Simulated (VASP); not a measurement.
These are r2SCAN+rVV10, VASP's PBE PAW potentials (set 64) (plane waves; VASP 6.6.1) values and carry that method's errors.

Input for VASP

### INCAR
```
SYSTEM = CuZn
PREC = Accurate
ENCUT = 520
EDIFF = 1E-6
NELM = 100
ALGO = Normal
LREAL = .FALSE.
LASPH = .TRUE.
ISMEAR = 1
SIGMA = 0.1
METAGGA = R2SCAN
LUSE_VDW = .TRUE.
BPARAM = 11.95
CPARAM = 0.0093
LMIXTAU = .TRUE.
LMAXMIX = 4
LWAVE = .FALSE.
LCHARG = .FALSE.
IBRION = 2
ISIF = 3
NSW = 60
EDIFFG = -0.01
```

POSCAR:
```
CuZn
1.0
  2.9500000000   0.0000000000   0.0000000000
  0.0000000000   2.9500000000   0.0000000000
  0.0000000000   0.0000000000   2.9500000000
Zn Cu
1 1
direct
  0.5000000000   0.5000000000   0.5000000000
  0.0000000000   0.0000000000   0.0000000000
```

KPOINTS:
```
Automatic mesh
0
Gamma
11 11 11
0 0 0
```

POTCAR, in this order: Zn Cu (PBE.64 set). Program: vasp_std.

The resulting files:

### OSZICAR
```
       N       E                     dE             d eps       ncg     rms          rms(c)
DAV:   1     0.981300546956E+02    0.98130E+02   -0.11985E+04  1744   0.261E+03
DAV:   2    -0.200074825193E+02   -0.11814E+03   -0.11481E+03  1680   0.334E+02
DAV:   3    -0.234260809968E+02   -0.34186E+01   -0.34108E+01  2002   0.775E+01
DAV:   4    -0.234522766834E+02   -0.26196E-01   -0.26192E-01  1995   0.606E+00
DAV:   5    -0.234526497927E+02   -0.37311E-03   -0.37311E-03  2224   0.752E-01    0.970E+00
DAV:   6    -0.205621839905E+02    0.28905E+01   -0.24987E+01  1740   0.133E+02    0.729E+00
DAV:   7    -0.192932722940E+02    0.12689E+01   -0.46994E+00  1782   0.102E+02    0.244E+00
DAV:   8    -0.193134955425E+02   -0.20223E-01   -0.45818E-01  2523   0.146E+01    0.150E+00
DAV:   9    -0.193069601489E+02    0.65354E-02   -0.33948E-02  2479   0.458E+00    0.329E-01
DAV:  10    -0.193094487738E+02   -0.24886E-02   -0.13333E-02  2331   0.234E+00    0.671E-02
DAV:  11    -0.193091279356E+02    0.32084E-03   -0.19714E-03  2488   0.870E-01    0.677E-02
DAV:  12    -0.193099183006E+02   -0.79036E-03   -0.94318E-04  2386   0.470E-01    0.186E-02
DAV:  13    -0.193100036529E+02   -0.85352E-04   -0.99121E-05  2025   0.182E-01    0.638E-03
DAV:  14    -0.193100120278E+02   -0.83749E-05   -0.10838E-05  2293   0.760E-02    0.764E-03
DAV:  15    -0.193100126859E+02   -0.65805E-06   -0.51869E-06  2016   0.641E-02
   1 F= -.19310013E+02 E0= -.19310094E+02  d E =-.193100E+02
       N       E                     dE             d eps       ncg     rms          rms(c)
DAV:   1    -0.208169635683E+02   -0.15070E+01   -0.18644E+01  1680   0.104E+02    0.985E+00
DAV:   2    -0.198957599196E+02    0.92120E+00   -0.12432E+01  1725   0.995E+01    0.458E+00
DAV:   3    -0.193805499271E+02    0.51521E+00   -0.27114E+00  1746   0.733E+01    0.210E+00
DAV:   4    -0.193366508885E+02    0.43899E-01   -0.13742E-01  2477   0.817E+00    0.927E-01
DAV:   5    -0.193211122891E+02    0.15539E-01   -0.11346E-02  2740   0.210E+00    0.730E-02
DAV:   6    -0.193220871956E+02   -0.97491E-03   -0.25688E-03  1925   0.545E-01    0.497E-02
DAV:   7    -0.193222114476E+02   -0.12425E-03   -0.17525E-04  2016   0.232E-01    0.180E-02
DAV:   8    -0.193222160090E+02   -0.45615E-05   -0.51143E-05  1975   0.100E-01    0.672E-03
DAV:   9    -0.193222303890E+02   -0.14380E-04   -0.13463E-05  2226   0.646E-02    0.120E-03
DAV:  10    -0.193222322693E+02   -0.18803E-05   -0.76908E-07  1232   0.126E-02    0.139E-03
DAV:  11    -0.193222324599E+02   -0.19059E-06   -0.38010E-07   875   0.154E-02
   2 F= -.19322232E+02 E0= -.19322220E+02  d E =-.122198E-01
       N       E                     dE             d eps       ncg     rms          rms(c)
DAV:   1    -0.194790659894E+02   -0.15683E+00   -0.21049E+00  1680   0.372E+01    0.298E+00
DAV:   2    -0.193684931359E+02    0.11057E+00   -0.10036E+00  1694   0.278E+01    0.128E+00
DAV:   3    -0.193360113630E+02    0.32482E-01   -0.25895E-01  1767   0.161E+01    0.851E-01
DAV:   4    -0.193280205183E+02    0.79908E-02   -0.14541E-02  2150   0.375E+00    0.324E-01
DAV:   5    -0.193262517167E+02    0.17688E-02   -0.22993E-03  2654   0.987E-01    0.433E-02
DAV:   6    -0.193263378778E+02   -0.86161E-04   -0.25793E-04  2418   0.314E-01    0.179E-02
DAV:   7    -0.193263355656E+02    0.23122E-05   -0.21570E-05  2541   0.139E-01    0.437E-03
DAV:   8    -0.193263383418E+02   -0.27762E-05   -0.59333E-06  2023   0.311E-02    0.179E-03
DAV:   9    -0.193263389980E+02   -0.65618E-06   -0.50921E-07  1120   0.159E-02
   3 F= -.19326339E+02 E0= -.19326358E+02  d E =-.163263E-01
```

**OUTCAR**
```
------------------------ aborting loop because EDIFF is reached ----------------------------------------
  FORCE on cell =-STRESS in cart. coord.  units (eV):
  Direction    XX          YY          ZZ          XY          YZ          ZX
  --------------------------------------------------------------------------------------
  Total        0.0167595      0.0167595      0.0167595     -0.0000000      0.0000000      0.0000000
  in kB        1.0883234      1.0883234      1.0883234     -0.0000000      0.0000000      0.0000000
  external PRESSURE =       1.0883234 kB  Pullay stress =       0.0000000 kB
  volume of cell :       24.67
      direct lattice vectors                 reciprocal lattice vectors
     2.911194440 -0.000000000 -0.000000000     0.343501618  0.000000000 -0.000000000
    -0.000000000  2.911194440 -0.000000000     0.000000000  0.343501618 -0.000000000
     0.000000000  0.000000000  2.911194440     0.000000000  0.000000000  0.343501618
 POSITION                                       TOTAL-FORCE (eV/Angst)
 -----------------------------------------------------------------------------------
      1.45560      1.45560      1.45560         0.000000      0.000000      0.000000
      0.00000      0.00000      0.00000        -0.000000     -0.000000      0.000000
 -----------------------------------------------------------------------------------
    total drift:                                0.000000      0.000000     -0.000000
  FREE ENERGIE OF THE ION-ELECTRON SYSTEM (eV)
  ---------------------------------------------------
  free  energy   TOTEN  =       -19.3263389980 eV

  energy  without entropy=      -19.3263970476  energy(sigma->0) =      -19.32635835

 reached required accuracy - stopping structural energy minimisation
```
(Selected blocks of OUTCAR.)

File CONTCAR:
```
CuZn
   1.00000000000000
     2.9111944404156729   -0.0000000000000000   -0.0000000000000000
    -0.0000000000000000    2.9111944404156729   -0.0000000000000000
     0.0000000000000000    0.0000000000000000    2.9111944404156733
  Zn              Cu
     1     1
Direct
     0.5000000000000000    0.5000000000000000    0.5000000000000000
     0.0000000000000000    0.0000000000000000    0.0000000000000000
```

OUTCAR:
```
 val. band max:        5.4647617729   @ k =   0.3636   0.2727   0.0909

 cond. band min:       5.6229792070   @ k =   0.4545   0.3636   0.3636


 Fermi energy:         5.5949176547

 k-point     1 :       0.0000    0.0000    0.0000
  band No.  band energies     occupation
      1      -5.3684      2.00000
      2      -2.5921      2.00000
      3      -2.5921      2.00000
      4      -1.7989      2.00000
      5      -1.7989      2.00000
      6      -1.7989      2.00000
      7       1.8532      2.00000
      8       1.8532      2.00000
      9       2.7872      2.00000
     10       2.7872      2.00000
     11       2.7872      2.00000
     12      12.4279      0.00000
     13      12.4279      0.00000
     14      12.4279      0.00000
     15      17.4102      0.00000

 k-point     2 :       0.0909    0.0000    0.0000
  band No.  band energies     occupation
      1      -5.2085      2.00000
      2      -2.5721      2.00000
      3      -2.5572      2.00000
      4      -1.8133      2.00000
      5      -1.8133      2.00000
      6      -1.7917      2.00000
      7       1.8431      2.00000
      8       1.8672      2.00000
      9       2.7332      2.00000
     10       2.7332      2.00000
     11       2.7808      2.00000
     12      10.9932      0.00000
     13      12.6713      0.00000
     14      12.6713      0.00000
     15      17.4953      0.00000

 k-point     3 :       0.1818    0.0000    0.0000
  band No.  band energies     occupation
      1      -4.7378      2.00000
      2      -2.5178      2.00000
      3      -2.4571      2.00000
      4      -1.8517      2.00000
      5      -1.8517      2.00000
      6      -1.7723      2.00000
      7       1.8153      2.00000
      8       1.8897      2.00000
      9       2.5950      2.00000
     10       2.5950      2.00000
     11       2.7638      2.00000
     12       8.5474      0.00000
     13      13.3754      0.00000
     14      13.3754      0.00000
     15      17.7535      0.00000
...
```

Energy and stress use the plane-wave basis of the starting cell.

The compound is CuZn in the CsCl type structure. This run relaxes it. Symmetry was kept, so distortions that lower it aren't found. The electron count is odd and the run is not spin-polarised, which forces a metal.
